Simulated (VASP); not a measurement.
These are r2SCAN+rVV10, VASP's PBE PAW potentials (set 64) (plane waves; VASP 6.6.1) values and carry that method's errors.

VASP input:

### INCAR
```
! general
SYSTEM  =GaP
PREC    =Accurate
ENCUT   =520
LREAL   =.FALSE.   ! projection in real space or not
LASPH   =.TRUE.

! electronic loop
EDIFF   =1E-6
NELM    =100
ALGO    =Normal
LMAXMIX =4
LMIXTAU =.TRUE.

! smearing
ISMEAR  =0   ! Gaussian
SIGMA   =0.05   ! width (eV)

! functional
METAGGA =R2SCAN
LUSE_VDW=.TRUE.
BPARAM  =11.95
CPARAM  =0.0093

! ions
IBRION  =2   ! conjugate gradients
NSW     =60
ISIF    =3   ! ions, shape and volume
EDIFFG  =-0.01   ! ionic stop

! output
LWAVE   =.FALSE.
LCHARG  =.FALSE.
```

KPOINTS:
```
K-points
0
gamma
  8 8 8
```

POSCAR:
```
GaP
1.0
  0.0000000000   2.7250000000   2.7250000000
  2.7250000000   0.0000000000   2.7250000000
  2.7250000000   2.7250000000   0.0000000000
Ga P
1 1
Direct
  0.0000000000   0.0000000000   0.0000000000
  0.2500000000   0.2500000000   0.2500000000
```

POTCAR, in this order: Ga_d P (PBE.64 set). Program: vasp_std.

Output of the run:

### OSZICAR
```
       N       E                     dE             d eps       ncg     rms          rms(c)
DAV:   1     0.682745918452E+02    0.68275E+02   -0.96039E+03   762   0.202E+03
DAV:   2    -0.165897961763E+02   -0.84864E+02   -0.81790E+02   819   0.351E+02
DAV:   3    -0.230991339612E+02   -0.65093E+01   -0.64792E+01   924   0.785E+01
DAV:   4    -0.232271429271E+02   -0.12801E+00   -0.12793E+00   911   0.118E+01
DAV:   5    -0.232301863027E+02   -0.30434E-02   -0.30432E-02   949   0.151E+00    0.484E+00
DAV:   6    -0.209165243862E+02    0.23137E+01   -0.69250E-01   950   0.193E+01    0.315E+00
DAV:   7    -0.210834119955E+02   -0.16689E+00   -0.44783E-01   914   0.778E+00    0.151E+00
DAV:   8    -0.209261654553E+02    0.15725E+00   -0.11538E-01   759   0.477E+00    0.101E+00
DAV:   9    -0.209318818457E+02   -0.57164E-02   -0.20171E-01   769   0.485E+00    0.257E-01
DAV:  10    -0.209460197785E+02   -0.14138E-01   -0.14169E-01   764   0.392E+00    0.129E-01
DAV:  11    -0.209485549075E+02   -0.25351E-02   -0.41832E-03   939   0.578E-01    0.428E-02
DAV:  12    -0.209479509644E+02    0.60394E-03   -0.52008E-04   844   0.215E-01    0.588E-02
DAV:  13    -0.209487273593E+02   -0.77639E-03   -0.60906E-04   784   0.286E-01    0.229E-02
DAV:  14    -0.209487362757E+02   -0.89164E-05   -0.22141E-05   939   0.457E-02    0.257E-02
DAV:  15    -0.209487376303E+02   -0.13546E-05   -0.11187E-05   794   0.421E-02    0.192E-02
DAV:  16    -0.209487444920E+02   -0.68618E-05   -0.25728E-06   769   0.185E-02    0.303E-03
DAV:  17    -0.209487441388E+02    0.35322E-06   -0.45247E-07   522   0.700E-03
   1 F= -.20948744E+02 E0= -.20948744E+02  d E =-.209487E+02
       N       E                     dE             d eps       ncg     rms          rms(c)
DAV:   1    -0.209746226450E+02   -0.25878E-01   -0.33092E-01   999   0.126E+01    0.961E-01
DAV:   2    -0.209546536398E+02    0.19969E-01   -0.34738E-02   969   0.509E+00    0.444E-01
DAV:   3    -0.209494606912E+02    0.51929E-02   -0.57276E-03   939   0.193E+00    0.106E-01
DAV:   4    -0.209491145729E+02    0.34612E-03   -0.17522E-03   881   0.597E-01    0.251E-02
DAV:   5    -0.209493610829E+02   -0.24651E-03   -0.17521E-04   759   0.156E-01    0.355E-02
DAV:   6    -0.209493488716E+02    0.12211E-04   -0.18700E-05   850   0.349E-02    0.231E-02
DAV:   7    -0.209493199179E+02    0.28954E-04   -0.34825E-05   804   0.789E-02    0.103E-02
DAV:   8    -0.209493356064E+02   -0.15688E-04   -0.19888E-05   754   0.572E-02    0.898E-03
DAV:   9    -0.209493353079E+02    0.29845E-06   -0.32269E-06   764   0.203E-02
   2 F= -.20949335E+02 E0= -.20949335E+02  d E =-.591169E-03
       N       E                     dE             d eps       ncg     rms          rms(c)
DAV:   1    -0.209524453213E+02   -0.31097E-02   -0.37674E-02   999   0.435E+00    0.320E-01
DAV:   2    -0.209501881395E+02    0.22572E-02   -0.37533E-03   969   0.157E+00    0.150E-01
DAV:   3    -0.209495780831E+02    0.61006E-03   -0.70493E-04   939   0.672E-01    0.342E-02
DAV:   4    -0.209495432304E+02    0.34853E-04   -0.19268E-04   838   0.207E-01    0.885E-03
DAV:   5    -0.209495721890E+02   -0.28959E-04   -0.18544E-05   759   0.498E-02    0.125E-02
DAV:   6    -0.209495724271E+02   -0.23806E-06   -0.54456E-07   577   0.712E-03
   3 F= -.20949572E+02 E0= -.20949572E+02  d E =-.828288E-03
       N       E                     dE             d eps       ncg     rms          rms(c)
DAV:   1    -0.209497707405E+02   -0.19855E-03   -0.30974E-03   994   0.123E+00    0.962E-02
DAV:   2    -0.209495957966E+02    0.17494E-03   -0.32990E-04   974   0.454E-01    0.449E-02
DAV:   3    -0.209495523362E+02    0.43460E-04   -0.62509E-05   909   0.193E-01    0.962E-03
DAV:   4    -0.209495537714E+02   -0.14351E-05   -0.15935E-05   788   0.480E-02    0.326E-03
DAV:   5    -0.209495534518E+02    0.31955E-06   -0.11513E-06   552   0.150E-02
   4 F= -.20949553E+02 E0= -.20949553E+02  d E =-.809313E-03
       N       E                     dE             d eps       ncg     rms          rms(c)
DAV:   1    -0.209496424590E+02   -0.88688E-04   -0.91538E-04   999   0.678E-01    0.498E-02
DAV:   2    -0.209495847431E+02    0.57716E-04   -0.95162E-05   969   0.254E-01    0.231E-02
DAV:   3    -0.209495687189E+02    0.16024E-04   -0.16278E-05   939   0.102E-01    0.518E-03
DAV:   4    -0.209495680993E+02    0.61963E-06   -0.43829E-06   776   0.288E-02
   5 F= -.20949568E+02 E0= -.20949568E+02  d E =-.823961E-03
```

**OUTCAR**
```
------------------------ aborting loop because EDIFF is reached ----------------------------------------
  FORCE on cell =-STRESS in cart. coord.  units (eV):
  Direction    XX          YY          ZZ          XY          YZ          ZX
  --------------------------------------------------------------------------------------
  Total        0.0118519      0.0118519      0.0118519      0.0000000      0.0000000      0.0000000
  in kB        0.4736148      0.4736148      0.4736148      0.0000000      0.0000000      0.0000000
  external PRESSURE =       0.4736148 kB  Pullay stress =       0.0000000 kB
  volume of cell :       40.09
      direct lattice vectors                 reciprocal lattice vectors
     0.000000000  2.716526341  2.716526341    -0.184058587  0.184058587  0.184058587
     2.716526341  0.000000000  2.716526341     0.184058587 -0.184058587  0.184058587
     2.716526341  2.716526341  0.000000000     0.184058587  0.184058587 -0.184058587
  FREE ENERGIE OF THE ION-ELECTRON SYSTEM (eV)
  ---------------------------------------------------
  free  energy   TOTEN  =       -20.9495680993 eV

  energy  without entropy=      -20.9495680993  energy(sigma->0) =      -20.94956810

 reached required accuracy - stopping structural energy minimisation
```
(Selected blocks of OUTCAR.)

File CONTCAR:
```
GaP
   1.00000000000000
     0.0000000000000000    2.7165263410819538    2.7165263410819538
     2.7165263410819538    0.0000000000000000    2.7165263410819538
     2.7165263410819538    2.7165263410819538    0.0000000000000000
  Ga              P
     1     1
Direct
     0.0000000000000000    0.0000000000000000    0.0000000000000000
     0.2500000000000000    0.2500000000000000    0.2500000000000000
```

**OUTCAR**
```
 val. band max:        4.5546031413   @ k =   0.0000   0.0000   0.0000

 cond. band min:       6.3913366292   @ k =   0.5000   0.5000   0.0000


 Fermi energy:         4.8475043952

 k-point     1 :       0.0000    0.0000    0.0000
  band No.  band energies     occupation
      1     -10.4371      2.00000
      2     -10.4371      2.00000
      3     -10.4371      2.00000
      4     -10.3200      2.00000
      5     -10.3200      2.00000
      6      -8.5529      2.00000
      7       4.5546      2.00000
      8       4.5546      2.00000
      9       4.5546      2.00000
     10       6.9644      0.00000
     11       8.7285      0.00000
     12       8.7286      0.00000
     13       8.7286      0.00000

 k-point     2 :       0.1250    0.0000    0.0000
  band No.  band energies     occupation
      1     -10.4543      2.00000
      2     -10.4318      2.00000
      3     -10.4318      2.00000
      4     -10.3200      2.00000
      5     -10.3200      2.00000
      6      -8.3359      2.00000
      7       2.9203      2.00000
      8       4.3118      2.00000
      9       4.3118      2.00000
     10       7.4781      0.00000
     11       9.1003      0.00000
     12       9.1004      0.00000
     13       9.4212      0.00000

 k-point     3 :       0.2500    0.0000    0.0000
  band No.  band energies     occupation
      1     -10.4908      2.00000
      2     -10.4205      2.00000
      3     -10.4205      2.00000
      4     -10.3186      2.00000
      5     -10.3186      2.00000
      6      -7.7240      2.00000
      7       0.5552      2.00000
      8       3.8530      2.00000
      9       3.8531      2.00000
     10       7.1107      0.00000
     11       9.6328      0.00000
     12       9.6329      0.00000
     13      11.4601      0.00000

 k-point     4 :       0.3750    0.0000    0.0000
  band No.  band energies     occupation
      1     -10.5223      2.00000
      2     -10.4116      2.00000
      3     -10.4116      2.00000
...
```

The compound is GaP in the zinc blende structure. This run relaxes it. Symmetry was kept, so distortions that lower it aren't found.
